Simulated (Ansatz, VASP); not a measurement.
**Zn (zigzag Zn chain, bond 2.60 A, width 1.6 A, 2 periods) in two plane-wave programs**

Aim: how closely do two programs agree when they are given the same cell, functional and k mesh? The cell is taken from a series of runs on this material, whose earlier steps may have relaxed, scaled, displaced or heated it; both programs get it as it stands.

Main program and level: Ansatz 0.2.0; plane waves, with VASP 6.6.1 beside it; PBE.

## Step 1: The starting structure

The cell holds 4 atoms: 4 Zn. Its edges and angles: a = 9.000 Å, b = 8.000 Å, c = 8.198 Å, α = 90.0°, β = 90.0°, γ = 90.0°. Vacuum lies along a and b. The structure's axis is c.

As a file:

```xyz
4
Lattice="9.0000 0.0000 0.0000 0.0000 8.0000 0.0000 0.0000 0.0000 8.1976" Properties=species:S:1:pos:R:3
Zn    8.2000    0.0000    8.1976
Zn    0.8000    0.0000    2.0494
Zn    8.2000    0.0000    4.0988
Zn    0.8000    0.0000    6.1482
```

## Step 2: VASP: single point, PBE

With cell and atoms fixed, the geometry can't cause a difference; cores, projectors, grids and the points listed under the comparison can.

Lines of VASP's logs that name or quote its potential files are left out, and so is its time.

Contents of INCAR:

```
SYSTEM = Zn
PREC = Accurate
ENCUT = 400
EDIFF = 1E-06
NELM = 120
ISMEAR = -1
SIGMA = 0.05
LREAL = .FALSE.
ALGO = Normal
GGA = PE
NBANDS = 30
LORBIT = 11
LWAVE = .FALSE.
LCHARG = .FALSE.
ISIF = 2
LASPH = .TRUE.
GGA_COMPAT = .FALSE.
EFERMI = MIDGAP
```

Contents of POSCAR:

```
Zn
1.0
    9.0000000000      0.0000000000      0.0000000000
    0.0000000000      8.0000000000      0.0000000000
    0.0000000000      0.0000000000      8.1975606128
Zn
4
Direct
    0.9111111111      0.0000000000      1.0000000000
    0.0888888889      0.0000000000      0.2500000000
    0.9111111111      0.0000000000      0.5000000000
    0.0888888889      0.0000000000      0.7500000000
```

Contents of KPOINTS:

```
Automatic mesh
0
Gamma
1 1 8
0 0 0
```

PAW data sets: Zn (PBE family, release 64).

Launch:

```bash
mpirun -np 1 vasp_std
```

Numbers of over 12 decimals in the logs are rounded to 6 here.

The log of the run:

```text
[banner, memory and clock lines left out]
running    1 mpi-ranks, on    1 nodes
 distrk:  each k-point on    1 cores,    1 groups
 distr:  one band on    1 cores,    1 groups

 POSCAR found type information on POSCAR Zn
 POSCAR found :  1 types and       4 ions
 LDA part: xc-table for (Slater+PW92), standard interpolation
 POSCAR, INCAR and KPOINTS ok, starting setup
 FFT: planning ... GRIDC
 FFT: planning ... GRID_SOFT
 FFT: planning ... GRID
 WAVECAR not read
 entering main loop
       N       E                     dE             d eps       ncg     rms          rms(c)
DAV:   1     0.172214962881E+03    0.17221E+03   -0.15801E+04   308   0.103E+03
DAV:   2     0.783125985835E+01   -0.16438E+03   -0.16135E+03   324   0.259E+02
DAV:   3    -0.351768681295E+00   -0.81830E+01   -0.81485E+01   336   0.680E+01
DAV:   4    -0.435670490585E+00   -0.83902E-01   -0.83756E-01   312   0.627E+00
DAV:   5    -0.436904256464E+00   -0.12338E-02   -0.12337E-02   336   0.547E-01    0.173E+00
DAV:   6    -0.401431375096E+00    0.35473E-01   -0.17077E-01   312   0.481E+00    0.120E+00
DAV:   7    -0.396793832955E+00    0.46375E-02   -0.18075E-02   300   0.882E-01    0.506E-01
DAV:   8    -0.394527794935E+00    0.22660E-02   -0.29505E-03   312   0.370E-01    0.868E-02
DAV:   9    -0.394004863765E+00    0.52293E-03   -0.12857E-03   342   0.228E-01    0.728E-02
DAV:  10    -0.395247785937E+00   -0.12429E-02   -0.64938E-04   300   0.168E-01    0.838E-02
DAV:  11    -0.395670902758E+00   -0.42312E-03   -0.11158E-04   312   0.871E-02    0.395E-02
DAV:  12    -0.396303758455E+00   -0.63286E-03   -0.15362E-04   300   0.455E-02    0.159E-02
DAV:  13    -0.396410613559E+00   -0.10686E-03   -0.21626E-05   312   0.310E-02    0.416E-03
DAV:  14    -0.396445465250E+00   -0.34852E-04   -0.69365E-06   228   0.156E-02    0.425E-03
DAV:  15    -0.396457790571E+00   -0.12325E-04   -0.17050E-06   232   0.793E-03    0.835E-04
DAV:  16    -0.396461456824E+00   -0.36663E-05   -0.38692E-07   180   0.223E-03    0.127E-03
DAV:  17    -0.396462855143E+00   -0.13983E-05   -0.22362E-07   186   0.126E-03    0.260E-04
DAV:  18    -0.396462964787E+00   -0.10964E-06   -0.28407E-08   204   0.788E-04
   1 F= -.39646296E+00 E0= -.39646279E+00  d E =-.345344E-06
```

OUTCAR, selected parts (step 2):

```text
ion  position               nearest neighbor table
   1  0.911  0.000  0.000-   2 2.60   4 2.60
   2  0.089  0.000  0.250-   1 2.60   3 2.60
   3  0.911  0.000  0.500-   2 2.60   4 2.60
   4  0.089  0.000  0.750-   1 2.60   3 2.60

  LATTYP: Found a simple orthorhombic cell.
 ALAT       =     8.0000000000
 B/A-ratio  =     1.0246950766
 C/A-ratio  =     1.1250000000

 Subroutine GETGRP returns: Found  8 space group operations
 (whereof  4 operations were pure point group operations)

The static configuration has the point symmetry C_2v.
 The point group associated with its full space group is D_2h.

 Found      5 irreducible k-points:

   k-points           NKPTS =      5   k-points in BZ     NKDIM =      5   number of bands    NBANDS=     30

   dimension x,y,z NGX =    60 NGY =   54 NGZ =   54
   dimension x,y,z NGXF=   120 NGYF=  108 NGZF=  108

   ENCUT  =  400.0 eV  29.40 Ry    5.42 a.u.  14.68 13.05 13.37*2*pi/ulx,y,z

   NELECT =      48.0000    total number of electrons

 k-points in reciprocal lattice and weights: Automatic mesh
   0.00000000  0.00000000  0.00000000       0.125
   0.00000000  0.00000000  0.12500000       0.250
   0.00000000  0.00000000  0.25000000       0.250
   0.00000000  0.00000000  0.37500000       0.250
   0.00000000  0.00000000  0.50000000       0.125

 average (electrostatic) potential at core
       1 -42.3391       2 -42.3391       3 -42.3391       4 -42.3391

 E-fermi :  -2.8823

 k-point     1 :       0.0000    0.0000    0.0000
  band No.  band energies     occupation
    ...
     20      -9.4826      2.00000
     21      -7.9227      2.00000
     22      -5.7421      2.00000
     23      -5.7421      2.00000
     24      -3.7535      2.00000
     25      -2.0732      0.00000
     26      -1.2568      0.00000
     27      -1.2568      0.00000
     28      -0.7736      0.00000
     29       0.0861      0.00000
    ...

 k-point     2 :       0.0000    0.0000    0.1250
  band No.  band energies     occupation
    ...
     20      -9.4809      2.00000
     21      -7.8901      2.00000
     22      -6.2525      2.00000
     23      -5.1810      2.00000
     24      -3.7349      2.00000
     25      -2.0368      0.00000
     26      -1.6637      0.00000
     27      -0.8156      0.00000
     28      -0.7432      0.00000
     29      -0.3822      0.00000
    ...

 k-point     3 :       0.0000    0.0000    0.2500
  band No.  band energies     occupation
    ...
     20      -9.4791      2.00000
     21      -7.7915      2.00000
     22      -6.7003      2.00000
     23      -4.5969      2.00000
     24      -3.6881      2.00000
     25      -1.9816      0.00000
     26      -1.9281      0.00000
     27      -0.8104      0.00000
     28      -0.6826      0.00000
     29      -0.6542      0.00000
    ...

  Total        1.2604817     -0.4595026      1.4148804      0.0000000      0.0000000      0.0000000
  in kB        3.4216060     -1.2473300      3.8407247      0.0000000      0.0000000      0.0000000
  external PRESSURE =       2.0050002 kB  Pullay stress =       0.0000000 kB

  energy-cutoff  :      400.00
  volume of cell :      590.22
      direct lattice vectors                 reciprocal lattice vectors
     9.000000000  0.000000000  0.000000000     0.111111111  0.000000000  0.000000000
     0.000000000  8.000000000  0.000000000     0.000000000  0.125000000  0.000000000
     0.000000000  0.000000000  8.197560613     0.000000000  0.000000000  0.121987509

 POSITION                                       TOTAL-FORCE (eV/Angst)
 -----------------------------------------------------------------------------------
      8.20000      0.00000      0.00000        -0.330119      0.000000     -0.000000
      0.80000      0.00000      2.04939         0.330119     -0.000000      0.000000
      8.20000      0.00000      4.09878        -0.330119      0.000000     -0.000000
      0.80000      0.00000      6.14817         0.330119     -0.000000      0.000000
 -----------------------------------------------------------------------------------
    total drift:                                0.000000     -0.000000     -0.000000

  FREE ENERGIE OF THE ION-ELECTRON SYSTEM (eV)
  ---------------------------------------------------
  free  energy   TOTEN  =        -0.3964629648 eV

  energy  without entropy=       -0.3964626194  energy(sigma->0) =       -0.39646279

 total charge
# of ion       s       p       d       tot
------------------------------------------
    1        0.825   0.114   9.727  10.666
    2        0.825   0.114   9.727  10.666
    3        0.825   0.114   9.727  10.666
    4        0.825   0.114   9.727  10.666
--------------------------------------------------
tot          3.301   0.455  38.907  42.663

[... 2 further parts left out ...]
```

## Step 3: Ansatz: single point, PBE

Ansatz runs on its default PAW (the set named soft_2) files.

The same cell, functional, mesh and smearing now go to Ansatz, which takes its cutoff from its data sets.

Contents of input.yaml:

```yaml
crystal:
  lattice:
    - [9.0, 0.0, 0.0]
    - [0.0, 8.0, 0.0]
    - [0.0, 0.0, 8.1975606128]
  atoms:
    - { symbol: Zn, position: [-0.0888888889, 0.0, 0.0] }
    - { symbol: Zn, position: [0.0888888889, 0.0, 0.25] }
    - { symbol: Zn, position: [-0.0888888889, 0.0, 0.5] }
    - { symbol: Zn, position: [0.0888888889, 0.0, 0.75] }
kpoints:
  mp_grid: { grid: [1, 1, 8] }
hamiltonian:
  xc: pbe
scf:
  occupations: { method: fermi_dirac, width: 0.05 }
  convergence: { dr2_threshold: 1.0e-08 }
output:
  transmission:
    leads: [[0, 0]]
    e_range: [-4.0, 2.0]
    de: 0.05
    kmesh: [1, 1]
    reduced_basis: true
```

Launch:

```bash
ansatz run input.yaml --threads 4 --pin off --max-ram 12288MiB --backend cpu --events-out ev --progress --plain --runs-dir out
```

The log of the run:

```text
Engine: ansatz 0.2.0, x86_64-unknown-linux-gnu
Pseudopotentials: kind: paw
Pseudopotential: Zn, paw, valence charge 12, recommended cutoff 420 eV (normal), Zn.paw.azcp
Functional definition: PBE
  parameter kappa = 0.804
  parameter beta = 0.066725
  exchange = pbe_x(kappa = kappa, mu = beta*pi^2/3)
  correlation = pbe_c(beta = beta)
Crystal: 4 atoms, lattice volume = 590.224 Å³
Basis set: ecut = 420 eV, 11499 PW (Γ)
Bands: 29, of which v1, the nominal top of the filled ones, is band 24 counted from 1 (23 counted from 0)
Symmetry: 16 space group operations
Space group: Pmma (ITA 51), of the structure as read, at distance tolerance 8.4e-5 Å
k-points: 5 of 8
Non-local potential: Zn, projectors of the file, l = 0: 2, l = 1: 2, l = 2: 3, l = 3: 1
PAW form: soft (Blöchl's): semilocal exchange-correlation on the pseudo side does not see the compensation charge
PAW one-centre angular grid: Zn, 590 points (default); XC on 64 Gauss nodes
Initial density: superposition of atomic densities (neutral atoms: chi_scale 0, normalization atom), corrected by the library's trained network
Initial wavefunctions: pseudopotential atomic-orbital guess
Functional: x = pbe(κ = 0.804, μ = 0.219515), c = pbe(β = 0.066725)
SCF iter   1: F=—  HF=-13272.055862 eV  |F-HF|=—  |Δ(HF+E_count)|=         —  Δρ=6.73e-4  dr2=7.28e-3  ethr=1.77e-3  ⟨swp⟩=12.4  Hψ=787  notcnv=0
preconditioner: auto → Resta (q_TF=auto, 1.796 Å⁻¹)  ε∞=2.8  [insulator: Δε(μ)=1.531 eV  Ē_g=7.918 eV  σ=0.050 eV  W_gap=1.00  n_scr=64 (ndim 8)  ℏωp=10.6 eV  f_vac=0.698  D(μ)=0.00/eV (n_scr^D=0)  ε∞_Penn≈2.8  vacuum switching on, ρ_ref=4.5e-3 e/Å³]
SCF iter   2: F=—  HF=-13272.056285 eV  |F-HF|=—  |Δ(HF+E_count)|=   4.23e-4  Δρ=4.09e-4  dr2=1.55e-3  ethr=1.52e-5  ⟨swp⟩=2.0  Hψ=328  notcnv=0
SCF iter   3: F=—  HF=-13272.057072 eV  |F-HF|=—  |Δ(HF+E_count)|=   7.87e-4  Δρ=2.97e-4  dr2=5.31e-4  ethr=3.23e-6  ⟨swp⟩=2.0  Hψ=288  notcnv=0
SCF iter   4: F=—  HF=-13272.056926 eV  |F-HF|=—  |Δ(HF+E_count)|=   1.45e-4  Δρ=8.42e-5  dr2=4.28e-5  ethr=1.11e-6  ⟨swp⟩=2.0  Hψ=265  notcnv=0
SCF iter   5: F=—  HF=-13272.056961 eV  |F-HF|=—  |Δ(HF+E_count)|=   3.45e-5  Δρ=1.69e-5  dr2=1.38e-6  ethr=8.91e-8  ⟨swp⟩=3.0  Hψ=265  notcnv=0
SCF iter   6: F=—  HF=-13272.056980 eV  |F-HF|=—  |Δ(HF+E_count)|=   1.91e-5  Δρ=3.51e-6  dr2=3.65e-8  ethr=2.87e-9  ⟨swp⟩=2.0  Hψ=265  notcnv=0
SCF iter   7: F=-13272.056980 eV  HF=-13272.056980 eV  |F-HF|=9.42e-10  |Δ(HF+E_count)|=   1.67e-8  Δρ=8.61e-7  dr2=2.90e-9  ethr=2.08e-11  ⟨swp⟩=5.2  Hψ=472  notcnv=0
SCF 1 converged in 7 iterations: F = -13272.056980 eV  dr2 = 2.90e-9
  greatest PAW one-centre occupation: 0.985 electrons in one spin orbital (limit 2), on the Zn atom at site 3 (counted from 0), in its partial waves of l = 2
transmission: 11 of 66 steps passed
transmission: 22 of 66 steps passed
[...]
transmission: 66 of 66 steps passed
SCF converged after 7 iterations
Free energy (F): -13272.056980 eV
Harris-Foulkes:  -13272.056980 eV  (|F-HF|=9.42e-10)
Internal energy: -13272.056979 eV  (E = F + TS)
E sigma→0 (E₀):  -13272.056980 eV
Entropy (-TS):   -0.000000 eV (-0.000 meV/atom)
Fermi energy:    -2.065399 eV
--- Per-component energies (eV) ---
  E_band       = -399.056328
  E_kinetic    = 517.791239
  E_local      = -13539.011211  (includes V_loc(G=0)·N_el)
  E_nonlocal   = 2445.757116
  E_hartree    = 5971.540799
  E_xc         = -542.540885
  E_vxc        = -197.749739  (∫ρ·V_xc dr)
  E_paw        = -7300.065591  (= ΣΔE_a)
  E_vpaw       = -1568.919555  (= ΣTr[D̂ρ^β])
  E_aug_tail   = -0.001450  (compensation charges beyond the density's cutoff)
  E_ewald      = -825.526995
  E_smearing   = -0.000000  (= −TS)
  E_closure    = -0.000000  (closes the sum)
  Σ components = -13272.056980   (vs F -13272.056980, Δ=0.00e0)
--- Band table (eV; the first three rows and the last of 5) ---
  k-point 0: bands = [... 20 lower, -7.1030, -4.9230, -4.9230, -2.9375, -1.2558, -0.4404, -0.4404, 0.0479, ... 1 higher]
  k-point 1: bands = [... 20 lower, -7.0705, -5.4333, -4.3621, -2.9190, -1.2194, -0.8471, 0.0006, 0.0783, ... 1 higher]
  k-point 2: bands = [... 20 lower, -6.9720, -5.8810, -3.7784, -2.8721, -1.1645, -1.1106, 0.0071, 0.1362, ... 1 higher]
  k-point 4: bands = [... 20 lower, -6.5686, -6.5686, -2.9109, -2.9109, -1.1397, -1.1397, -0.6820, -0.6820, ... 1 higher]
--- Transmission ---
  basis      : 629 plane waves across, 11 finite elements along
  points     : 1, standing for a mesh of 1 x 1
  energies   : 121 from -4.000000 to 2.000000 eV about the Fermi level, 0.050000 eV apart; the leads are filled to 0.000000 eV, and channels, transmission and decay are at 0.000000 eV
  crystal 0  : Zn4, at the sites [0, 0], period 8.1976 Å: whole cells are its period
    offset         : up to 0.0000 Å between an atom of the period and one for which it stands
    channels       : 0.000000e0 a spin
    conductance    : none, the energies end too early or step too widely for 300 K: set another output.transmission.e_range or a lower de, or, where they end at an eighth of basis.ecutwfc, a higher one
    slowest decay  : 0.1662 /Å at (0.0000, 0.0000)
```

## Step 4: Differences

Known differences besides the potentials themselves: the cutoff is 420 eV in Ansatz and 400 eV in VASP. Total energies have different zeros and are not compared.

Compared:

```tsv
quantity	Ansatz	VASP	difference
gap on the k mesh (eV)	1.523	1.521	+0.002
```

A gap on the mesh is an upper bound, since the band edges may lie between its points. Where the cell holds vacuum, a pressure given here is an average over it and none of the material.

## Step 5: What came out

```json
{
 "difference in gap on the k mesh (single point, PBE)": "0.0017 eV"
}
```

**Reading.** The difference in gap on the k mesh is 0.0017 eV (single point, PBE), within the 0.08 eV picked in this series as the mark of a large difference. How closely two codes agree says nothing of how well the functional describes the real material.

[Lines on the potential files, build, host, timing and source positions are cut from VASP's logs without a mark.]

[Logs are printed without paths, hosts, clocks, repeated set-up lines and the standing remarks that a program may print on its own settings, such as how far it seeks lower states.]

[Hosts, paths, dates, database ids (printed as entryN), source tags and the programs' standing remarks are cut or masked in the printed files.]
